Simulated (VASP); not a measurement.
# Settings for SF₄: relaxation of the atoms

SF₄, molecule in box, 5 atoms in the cell. PBE; PAW potentials F, S (PBE set). VASP 6.6.1.

Wanted: energy within 2 meV/atom; shortest distances from each atom, periodic images included within 0.005 Å.

What the run is for: geometry; Accuracy asked: standard.

POSCAR:
```
SF4
1.0
   12.0000000000      0.0000000000      0.0000000000
    0.0000000000     11.0000000000      0.0000000000
    0.0000000000      0.0000000000     12.0000000000
F S
4 1
Direct
    0.4516580000      0.4479440000      0.5872060000
    0.6222580000      0.4322420000      0.5307580000
    0.3859480000      0.4671070000      0.4152370000
    0.5280910000      0.5758960000      0.4472430000
    0.5037800000      0.4386190000      0.4621170000
```

The series start from Plane-wave cutoff (eV): 520; Ionic threshold (EDIFFG): -0.01; Electronic threshold (eV): 1e-6; Precision mode (PREC): Accurate; Relaxation algorithm: IBRION=2; Electronic steps between moves: NELMIN=4 ALGO=Normal. Each series keeps the choices made before it, and each single choice may use up half of a tolerance.

## Plane-wave cutoff (eV)

| Plane-wave cutoff (eV) | Energy less reference (meV/atom) | Shortest distances from each atom, periodic images included, largest deviation (Å) | Time (s) |
|---|---|---|---|
| 360 | -12.1 | 0.0142 | 122 |
| 400 | -6.0 | 0.0060 | 110 |
| 460 | 2.3 | 0.0013 | 171 |
| 520 | 3.2 | 0.0009 | 224 |
| 640 (reference) | 0.0 | 0.0000 | 283 |

Chosen: 640; the next looser run is off by more than half of the tolerance, so convergence isn't shown beyond this value.

## Ionic threshold (EDIFFG)

| Ionic threshold (EDIFFG) | Energy less reference (meV/atom) | Shortest distances from each atom, periodic images included, largest deviation (Å) | Time (s) |
|---|---|---|---|
| -0.1 | 0.3 | 0.0118 | 166 |
| -0.05 | 0.1 | 0.0104 | 210 |
| -0.02 | 0.0 | 0.0042 | 237 |
| -0.01 | 0.0 | 0.0008 | 283 |
| -0.005 | 0.0 | 0.0008 | 291 |
| -0.002 (reference) | 0.0 | 0.0000 | 344 |

Chosen: -0.01, the loosest value from which every tighter one stays within half of the tolerance.

## Electronic threshold (eV)

| Electronic threshold (eV) | Energy less reference (meV/atom) | Shortest distances from each atom, periodic images included, largest deviation (Å) | Time (s) |
|---|---|---|---|
| 0.0001 | 0.0 | 0.0011 | 181 |
| 1e-5 | 0.0 | 0.0003 | 246 |
| 1e-6 | 0.0 | 0.0002 | 283 |
| 1e-7 (reference) | 0.0 | 0.0000 | 407 |

Chosen: 0.0001.

## Precision mode (PREC)

| Precision mode (PREC) | Energy less reference (meV/atom) | Shortest distances from each atom, periodic images included, largest deviation (Å) | SCF iterations | Time (s) |
|---|---|---|---|---|
| Normal | 0.0 | 0.0004 | 117 | 71 |
| Accurate (reference) | 0.0 | 0.0000 | 116 | 181 |

Chosen: Normal.

## Relaxation algorithm

| Relaxation algorithm | Energy less reference (meV/atom) | Shortest distances from each atom, periodic images included, largest deviation (Å) | Time (s) |
|---|---|---|---|
| IBRION=2 | 0.0 | 0.0000 | 71 |
| IBRION=2 POTIM=0.2 | 0.0 | 0.0009 | 86 |
| IBRION=2 POTIM=0.8 | 0.0 | 0.0008 | 86 |
| IBRION=1 | 0.0 | 0.0012 | 47 |
| IBRION=1 POTIM=0.2 | 0.0 | 0.0014 | 46 |
| IBRION=1 POTIM=0.3 NFREE=10 | 0.0 | 0.0011 | 45 |
| IBRION=3 POTIM=0.2 SMASS=0.4 | 0.0 | 0.0013 | 119 |
| IBRION=3 POTIM=0.3 | 0.0 | 0.0008 | 109 |

Chosen: IBRION=1 POTIM=0.3 NFREE=10, the fastest of those that stay within half of the tolerance.

## Electronic steps between moves

| Electronic steps between moves | Energy less reference (meV/atom) | Shortest distances from each atom, periodic images included, largest deviation (Å) | SCF iterations | Time (s) |
|---|---|---|---|---|
| NELMIN=4 ALGO=Normal | 0.0 | 0.0000 | 79 | 45 |
| ALGO=Normal | 0.0 | 0.0019 | 74 | 46 |
| NELMIN=4 MAXMIX=40 ALGO=Normal | 0.0 | 0.0019 | 78 | 48 |
| NELMIN=4 ALGO=Fast | 0.0 | 0.0006 | 80 | 47 |
| NELMIN=4 MAXMIX=40 ALGO=Fast | 0.0 | 0.0012 | 77 | 45 |

Chosen: NELMIN=4 ALGO=Normal; no other choice that stays within half of the tolerance saves 30 % of the time.

## All choices together

| Input | Energy less reference (meV/atom) | Shortest distances from each atom, periodic images included, largest deviation (Å) | Time (s) |
|---|---|---|---|
| the program's defaults (naive) | -0.3 | 0.0144 | 16 |
| chosen settings | 0.0 | 0.0021 | 45 |
| reference settings throughout | 0.0 | 0.0000 | 479 |

The chosen settings stay within the tolerance of the reference run, but the reference itself isn't shown to be converged in: Plane-wave cutoff (eV).

## The input

INCAR:
```
SYSTEM = SF4
GGA = PE
ISMEAR = 0
SIGMA = 0.03
LWAVE = .False.
LCHARG = .False.
ISIF = 0
NSW = 120
PREC = Normal
LASPH = .True.
LREAL = .False.
ALGO = Normal
EDIFF = 1E-4
NELM = 120
GGA_COMPAT = .False.
IBRION = 1
EDIFFG = -0.01
NELMIN = 4
ENCUT = 640
EFERMI = MIDGAP
NELMDL = -8
POTIM = 0.3
NFREE = 10
```

KPOINTS:
```
k-points
0
Gamma
  1 1 1
```

Commands:
```
cat potpaw_PBE.64/F/POTCAR potpaw_PBE.64/S/POTCAR > POTCAR
mpirun -np 4 vasp_gam > vasp.out
```

The chosen input took VASP 6.6.1 45 s on 4 cores (Intel Xeon 6975P-C (Granite Rapids)), a shared host.

## An input that fails: ionic step far too long

VASP's message: internal error in: us.F  at line: 1398 internal ERROR SETYLM_AUG: 133 -29 59 54 132 2 -30 If you are not a developer, you should not encounter this problem. Please submit a bug report.

Changes against the starting input:
```
- NSW = 120
- NELM = 120
- IBRION = 2
+ NSW = 30
+ NELM = 95
+ IBRION = 1
+ POTIM = 3.0
```
